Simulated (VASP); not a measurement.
An input for Quantum ESPRESSO's pw.x (written as the equivalent of a VASP run, and not itself run):

```
&CONTROL
  calculation = 'scf'
  pseudo_dir = './pseudo'
  outdir = './out'
  tprnfor = .true.
  tstress = .true.
/
&SYSTEM
  ibrav = 0
  nat = 6
  ntyp = 2
  ecutwfc = 78
  occupations = 'smearing'
  smearing = 'fermi-dirac'
  degauss = 0.00735
  input_dft = 'pbesol'
/
&ELECTRONS
  conv_thr = 7.3e-08
  electron_maxstep = 100
/
ATOMIC_SPECIES
  Hf 178.490 Hf.upf
  Ge 72.630 Ge.upf
CELL_PARAMETERS angstrom
     1.8551890   -7.3380830    0.0000000
     1.8551890    7.3380830    0.0000000
     0.0000000    0.0000000    3.6777440
ATOMIC_POSITIONS crystal
  Hf   0.1061300  0.8938700  0.2500000
  Hf   0.8938700  0.1061300  0.7500000
  Ge   0.4404200  0.5595800  0.2500000
  Ge   0.5595800  0.4404200  0.7500000
  Ge   0.2501500  0.7498500  0.7500000
  Ge   0.7498500  0.2501500  0.2500000
K_POINTS automatic
  4 4 4 0 0 0
```

Q: Write the VASP files for the same calculation (PBEsol).

A: One answer among several that fit: 
File POSCAR:
```
HfGe2
1
    1.8551890000    -7.3380830000     0.0000000000
    1.8551890000     7.3380830000     0.0000000000
    0.0000000000     0.0000000000     3.6777440000
Hf Ge
2 4
Direct
  0.1061300000   0.8938700000   0.2500000000
  0.8938700000   0.1061300000   0.7500000000
  0.4404200000   0.5595800000   0.2500000000
  0.5595800000   0.4404200000   0.7500000000
  0.2501500000   0.7498500000   0.7500000000
  0.7498500000   0.2501500000   0.2500000000
```

KPOINTS:
```
Automatic mesh
0
Gamma
4 4 4
0 0 0
```

INCAR:
```
SYSTEM = HfGe2
PREC = Accurate
ENCUT = 300
EDIFF = 1E-6
NELM = 100
ALGO = Normal
LREAL = .FALSE.
LASPH = .TRUE.
ISMEAR = -1
SIGMA = 0.1
GGA = PS
LMAXMIX = 6
LWAVE = .FALSE.
LCHARG = .FALSE.
ISIF = 2
```

POTCAR, in this order: Hf_pv Ge_d (PBE.64 set). Program: vasp_std.

The two are equivalent in intent, not identical: the potentials are each code's own (VASP's PAW set, PseudoDojo norm-conserving files in pw.x), so ENCUT and ecutwfc are chosen apart and not converted; conv_thr bounds pw.x's estimated SCF error, while EDIFF bounds the energy change between steps.

The structure comes from a computed database's HfGe2 entry; how it stands against other phases isn't given here. The cell was not relaxed at this level, and its volume differs by -5.9 % from the start's. The k-mesh is coarse (spacing up to 0.44 per Å, 2π included), so the numbers may not be converged in it.
